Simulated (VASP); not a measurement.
A VASP calculation is set up with these files.

**POSCAR**
```
SiOs3
1
    0.0000000000     3.2437290000     3.2437290000
    3.2437290000     0.0000000000     3.2437290000
    3.2437290000     3.2437290000     0.0000000000
Si Os
1 3
Direct
  0.0000000000   0.0000000000   0.0000000000
  0.5000000000   0.5000000000   0.5000000000
  0.2500000000   0.2500000000   0.2500000000
  0.7500000000   0.7500000000   0.7500000000
```

KPOINTS:
```
Automatic mesh
0
Gamma
6 6 6
0 0 0
```

### INCAR
```
ALGO = Normal
EDIFF = 1E-6
ENCUT = 400
GGA = PE
ISIF = 2
ISMEAR = 1
LASPH = .True.
LCHARG = .False.
LMAXMIX = 6
LREAL = .False.
LWAVE = .False.
NELM = 100
PREC = Accurate
SIGMA = 0.1
SYSTEM = SiOs3
```

POTCAR, in this order: Si Os (PBE.64 set). Program: vasp_std.

Question: Write an equivalent input for Ansatz.

Answer: One equivalent input (not run):
Ansatz 0.2 input:
```yaml
crystal:
  lattice:
    - [0.0000000, 3.2437290, 3.2437290]
    - [3.2437290, 0.0000000, 3.2437290]
    - [3.2437290, 3.2437290, 0.0000000]
  atoms:
    - { symbol: Si, position: [0.0000000, 0.0000000, 0.0000000] }
    - { symbol: Os, position: [0.5000000, 0.5000000, 0.5000000] }
    - { symbol: Os, position: [0.2500000, 0.2500000, 0.2500000] }
    - { symbol: Os, position: [0.7500000, 0.7500000, 0.7500000] }
kpoints:
  mp_grid: { grid: [6, 6, 6] }
hamiltonian:
  xc: pbe
  pseudopotentials: { kind: paw }
scf:
  occupations: { method: methfessel_paxton, width: 0.1 }
  max_iter: 100
output: { forces: true, stress: true, eigenvalues: true }
```
Limits of the translation: each code has its own PAW files, so the cut-off isn't converted (ENCUT is set for VASP's; basis.ecutwfc is left out, and Ansatz then takes the one that its files recommend); Ansatz stops its SCF on the density residual and VASP on the energy change (EDIFF).

The structure was generated: SiOs3 was put into the D03 type (Fm-3m), which need not be its known phase. The cell was not relaxed at this level.
